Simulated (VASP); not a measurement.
These are PBE GGA, VASP's PBE PAW potentials (set 64) (plane waves; VASP) values and carry that method's errors.

The input files of a VASP run:

File KPOINTS:
```
Automatic mesh
0
Gamma
13 13 6
0 0 0
```

### INCAR
```
ALGO = Normal
EDIFF = 1E-5
ENCUT = 400
GGA = PE
ISIF = 2
ISMEAR = 1
LASPH = T
LCHARG = F
LMAXMIX = 4
LREAL = F
LWAVE = F
NELM = 100
PREC = Accurate
SIGMA = 0.1
SYSTEM = Cd
```

**POSCAR**
```
Cd
1
    1.4900000000    -2.5807560000     0.0000000000
    1.4900000000     2.5807560000     0.0000000000
    0.0000000000     0.0000000000     5.6200000000
Cd
2
Direct
  0.3333330000   0.6666670000   0.2500000000
  0.6666670000   0.3333330000   0.7500000000
```

POTCAR, in this order: Cd (PBE.64 set). Program: vasp_std.

Task: What does the run give for the energy per atom (σ→0), pressure, band gap (on the k-mesh)?

Result: 
* **energy per atom (σ→0)**: -0.738 eV/atom
* **band gap (on the k-mesh)**: none (metal, semimetal or under 0.01 eV)
* **pressure**: 2.10 GPa

### OSZICAR
```
...
DAV:   5    -0.157988323085E+01   -0.82289E-05   -0.82284E-05  3368   0.797E-02    0.461E+00
DAV:   6    -0.148131443845E+01    0.98569E-01   -0.28689E-01  2864   0.697E+00    0.364E+00
DAV:   7    -0.147593332970E+01    0.53811E-02   -0.33167E-02  3096   0.190E+00    0.166E+00
DAV:   8    -0.147604365660E+01   -0.11033E-03   -0.36115E-03  2944   0.872E-01    0.937E-02
DAV:   9    -0.147608283316E+01   -0.39177E-04   -0.21630E-05  2720   0.560E-02    0.372E-02
DAV:  10    -0.147612111477E+01   -0.38282E-04   -0.36612E-05  2344   0.712E-02    0.254E-03
DAV:  11    -0.147612140015E+01   -0.28539E-06   -0.28774E-07  1552   0.549E-03
   1 F= -.14761214E+01 E0= -.14759526E+01  d E =-.506274E-03
```

The compound is Cd in the hcp structure. The cell was not relaxed at this level. The run is one of a series of settings (EDIFF = 1E-5 against the base run), some of them coarse on purpose.
